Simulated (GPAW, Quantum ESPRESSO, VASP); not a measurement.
# MnZn3 (Pm-3m, 4 atoms in the cell) computed with different codes at matched settings

Self-consistent single point.

```
CELL_PARAMETERS angstrom
      3.72623     0.00000     0.00000
      0.00000     3.72623     0.00000
      0.00000     0.00000     3.72623
ATOMIC_POSITIONS crystal
  Mn 0.00000 0.00000 0.00000
  Zn 0.00000 0.50000 0.50000
  Zn 0.50000 0.00000 0.50000
  Zn 0.50000 0.50000 0.00000
```
Moments meant for the start (each program seeds them in its own way; μB, in the order of the atoms Mn Zn Zn Zn): 4.0 0.0 0.0 0.0.

Shared settings, as Quantum ESPRESSO writes them: occupations = smearing; smearing = fd; degauss = 0.0073499 Ry; nspin = 2; K_POINTS = automatic 4 4 4 0 0 0. Potentials and cutoffs stand in the table.

```json
[
 {"code": "VASP", "model": "PBEsol, VASP's PBE PAW potentials (set 64)", "pressure (GPa)": "0.24", "size of the net moment (μB/atom)": "0.56", "cutoff": "300 eV"},
 {"code": "Quantum ESPRESSO", "model": "PBEsol, SSSP 1.1.2 efficiency (PBE) pseudopotentials", "pressure (GPa)": "-0.51", "size of the net moment (μB/atom)": "0.57", "cutoff": "50 Ry"},
 {"code": "GPAW", "model": "PBEsol, GPAW PAW datasets PBEsol (made by gpaw-setup)", "pressure (GPa)": "-0.11", "size of the net moment (μB/atom)": "0.54", "cutoff": "800 eV"}
]
```

On VASP's run: with one magnetic atom in the cell only a parallel order is possible.

The spread over the programs that give each value: pressure within 0.75 GPa; size of the net moment within 0.03 μB/atom.

On the base mesh (6 6 6 0 0 0) the same programs gave: GPAW pressure 0.10 GPa; Quantum ESPRESSO pressure -0.34 GPa; VASP pressure 0.37 GPa.

VASP's run is marked for a possible Pulay error in its stress at this cutoff; no cutoff test was made.

The starting cell comes from a database of computed structures (which also holds hypothetical and non-ambient phases and stackings), without a prior relaxation at this level. Its lattice was rescaled by a random factor within 2.5 % of one.

Left out of this page: Ansatz, Elk, FLEUR and SIESTA (not drawn, or without a comparable value).
